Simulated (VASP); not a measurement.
An input for Ansatz (written as the equivalent of a VASP run, and not itself run):

Ansatz 0.2 input:
```yaml
crystal:
  lattice:
    - [0.0000000, 3.2905110, 3.2905110]
    - [3.2905110, 0.0000000, 3.2905110]
    - [3.2905110, 3.2905110, 0.0000000]
  atoms:
    - { symbol: Ba, position: [0.0000000, 0.0000000, 0.0000000] }
    - { symbol: S, position: [0.5000000, 0.5000000, 0.5000000] }
kpoints:
  mp_grid: { grid: [2, 2, 2] }
hamiltonian:
  xc: hse06
  pseudopotentials: { kind: paw }
scf:
  occupations: { method: gaussian, width: 0.01 }
  max_iter: 100
output: { forces: true, stress: true, eigenvalues: true }
```

Q: Write the VASP files for the same calculation (HSE06).

A: This is not unique; one that fits is 
INCAR:
```
SYSTEM = BaS
PREC = Accurate
ENCUT = 300
EDIFF = 1E-6
NELM = 100
ALGO = Normal
LREAL = .FALSE.
LASPH = .TRUE.
ISMEAR = 0
SIGMA = 0.01
GGA = PE
HFSCREEN = 0.2
AEXX = 0.25
LHFCALC = .TRUE.
PRECFOCK = Fast
ISYM = 3
LMAXMIX = 4
LWAVE = .FALSE.
LCHARG = .FALSE.
ISIF = 2
```

### POSCAR
```
BaS
1
    0.0000000000     3.2905110000     3.2905110000
    3.2905110000     0.0000000000     3.2905110000
    3.2905110000     3.2905110000     0.0000000000
Ba S
1 1
Direct
  0.0000000000   0.0000000000   0.0000000000
  0.5000000000   0.5000000000   0.5000000000
```

File KPOINTS:
```
Automatic mesh
0
Gamma
 2 2 2
0 0 0
```

POTCAR, in this order: Ba_sv S (PBE.64 set). Program: vasp_std.

Limits of the translation: each code has its own PAW files, so the cut-off isn't converted (ENCUT is set for VASP's; basis.ecutwfc is left out, and Ansatz then takes the one that its files recommend); Ansatz stops its SCF on the density residual and VASP on the energy change (EDIFF); Ansatz's hse06 screens at 0.11 per bohr (0.208 per Å), slightly more than HFSCREEN = 0.2.

The structure comes from a computed database's BaS entry; how it stands against other phases isn't given here. The cell was not relaxed at this level. The k-mesh is coarse (spacing up to 0.83 per Å, 2π included), so the numbers may not be converged in it. The run is one of a series of settings (KPOINTS 2×2×2 Γ-centred mesh against the base run), some of them coarse on purpose.
